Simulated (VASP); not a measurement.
Input:

```
Cu3Hf
1.0
    0.00000     3.01007     3.01007
    3.01007     0.00000     3.01007
    3.01007     3.01007     0.00000
Hf Cu
1 3
Cartesian
  0.00000   0.00000   0.00000
  1.50503   1.50503   1.50503
  4.51510   4.51510   4.51510
  3.01007   3.01007   3.01007
```

The numbers are results of PBEsol GGA with spin-orbit coupling, VASP's PBE PAW potentials (set 64) (plane waves; VASP 6.6.1), not measurements. Settings: 400 eV cut-off, 8×8×8 Γ-centred mesh, Gaussian smearing of 0.050 eV, potentials Hf_pv Cu.

Q: Give the energies of bands 35 to 48 at the high-symmetry points, in eV from the Fermi level.

A: 
| band | Γ | X | U | L | W |
|---|---|---|---|---|---|
| 35 | -2.41 | -2.42 | -2.40 | -2.35 | -2.24 |
| 36 | -2.41 | -2.42 | -2.40 | -2.35 | -2.24 |
| 37 | -2.41 | -2.13 | -2.18 | -2.31 | -2.15 |
| 38 | -2.41 | -2.13 | -2.18 | -2.31 | -2.15 |
| 39 | 0.25 | -1.90 | -2.10 | -1.92 | -2.00 |
| 40 | 0.25 | -1.90 | -2.10 | -1.92 | -2.00 |
| 41 | 0.25 | -0.47 | -1.63 | -0.25 | -1.57 |
| 42 | 0.25 | -0.47 | -1.63 | -0.25 | -1.57 |
| 43 | 0.40 | -0.16 | -0.04 | -0.12 | -1.39 |
| 44 | 0.40 | -0.16 | -0.04 | -0.12 | -1.39 |
| 45 | 2.96 | 0.15 | 0.68 | 2.17 | 2.02 |
| 46 | 2.96 | 0.15 | 0.68 | 2.17 | 2.02 |
| 47 | 2.96 | 2.65 | 2.42 | 2.69 | 2.06 |
| 48 | 2.96 | 2.65 | 2.42 | 2.69 | 2.06 |

It has no gap at this level: it comes out as a metal or semimetal.

The structure comes from a computed database's HfCu3 entry (Fm-3m); how it stands against other phases isn't given here. It was relaxed first.
